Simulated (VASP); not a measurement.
```
CELL_PARAMETERS angstrom
      3.43960     0.00000     0.00000
      0.00000     3.43960     0.00000
      0.00000     0.00000     3.43960
ATOMIC_POSITIONS crystal
  Sm 0.50000 0.50000 0.50000
  Rh 0.00000 0.00000 0.00000
```

These are PBEsol GGA, VASP's PBE PAW potentials (set 64) (plane waves; VASP) values and carry that method's errors. Numerical set-up: 400 eV cut-off, 10×10×10 Γ-centred mesh, first-order Methfessel-Paxton smearing of 0.10 eV, potentials Sm_3 Rh_pv.

The 4f electrons are frozen in the core of the lanthanide potential, so 4f levels, which can set the real gap, and their magnetism are missing.

Q: Estimate the energy per atom (σ→0), band gap (on the k-mesh) with the smallest direct gap where there is one.

A: 
```json
{
  "band gap (on the k-mesh)": "none (metal, semimetal or under 0.01 eV)",
  "energy per atom (σ→0)": "-7.270 eV/atom"
}
```

Only differences to runs with the same potentials and settings are physical.

The structure comes from a computed database's SmRh entry (Pm-3m); how it stands against other phases isn't given here. It was relaxed first. The start is the result of an earlier pass.
